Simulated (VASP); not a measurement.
Consider the following.

```xyz
3
Lattice="1.9529 -3.3807 0.0000 1.9529 3.3807 0.0000 0.0000 0.0000 6.2681" Properties=species:S:1:pos:R:3 pbc="T T T"
Sn     0.0000     0.0000     0.0000
Se     1.9529     1.1269     1.5670
Se     1.9892    -1.1269     4.7011
```

These are PBE GGA, VASP's PBE PAW potentials (set 64) (plane waves; VASP) values and carry that method's errors. Settings: 550 eV cut-off, 6×6×3 Γ-centred mesh, Gaussian smearing of 0.050 eV, potentials Sn_d Se.

### Question
Give the force on each atom (eV/Å).

### Answer

| atom | Fx | Fy | Fz |
|---|---|---|---|
| Sn1 | 0.087 | 0.005 | 0.006 |
| Se2 | 0.025 | -0.001 | 0.095 |
| Se3 | -0.112 | -0.004 | -0.102 |

### Question
Give the stress tensor in GPa (positive for a compressed cell).

### Answer

```
-0.02   0.03   0.35
 0.03   0.01   0.01
 0.35   0.01   1.59
```
The pressure is its mean diagonal, 0.52 GPa.

The compound is SnSe2 in the 1T layered structure. The cell was not relaxed at this level, atoms are displaced from their ideal sites. The run is one of a series of settings (ENCUT = 550 against the base run), some of them coarse on purpose.
